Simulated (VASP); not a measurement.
OSZICAR of a VASP run on WC (wc):

### OSZICAR
```
       N       E                     dE             d eps       ncg     rms          rms(c)
DAV:   1     0.119680371742E+03    0.11968E+03   -0.10670E+04  4384   0.169E+03
DAV:   2    -0.211813700900E+02   -0.14086E+03   -0.13730E+03  4988   0.404E+02
DAV:   3    -0.254720395532E+02   -0.42907E+01   -0.42558E+01  5361   0.643E+01
DAV:   4    -0.255180117358E+02   -0.45972E-01   -0.45940E-01  4821   0.709E+00
DAV:   5    -0.255184372389E+02   -0.42550E-03   -0.42539E-03  5188   0.700E-01    0.292E+01
DAV:   6    -0.225166963962E+02    0.30017E+01   -0.10276E+01  4973   0.319E+01    0.721E+00
DAV:   7    -0.224324382086E+02    0.84258E-01   -0.51775E-01  4638   0.618E+00    0.543E+00
DAV:   8    -0.224044756749E+02    0.27963E-01   -0.88379E-02  4808   0.293E+00    0.793E-01
DAV:   9    -0.224035268356E+02    0.94884E-03   -0.36173E-03  4773   0.549E-01    0.152E-01
DAV:  10    -0.224034601779E+02    0.66658E-04   -0.31734E-04  5088   0.237E-01    0.662E-02
DAV:  11    -0.224034601747E+02    0.32492E-08   -0.17889E-05  4783   0.431E-02    0.119E-02
DAV:  12    -0.224034591547E+02    0.10200E-05   -0.52436E-06  4828   0.233E-02    0.253E-03
DAV:  13    -0.224034591752E+02   -0.20501E-07   -0.91183E-08  3004   0.322E-03
   1 F= -.22403459E+02 E0= -.22403425E+02  d E =-.103379E-03
```

Task: Which electronic solver shows in the log?

Result: It is blocked Davidson (ALGO = Normal, or the opening steps of other solvers). The INCAR had ALGO = Normal.

Task: Can the final energy be trusted as converged?

Result: The run converged. It stopped with EDIFF = 1E-7, NELM = 100 (PBE GGA, plane waves, VASP's PBE PAW potentials (set 64)).

The compound is WC in the wc structure. This cell was strained or had an atom moved on purpose.
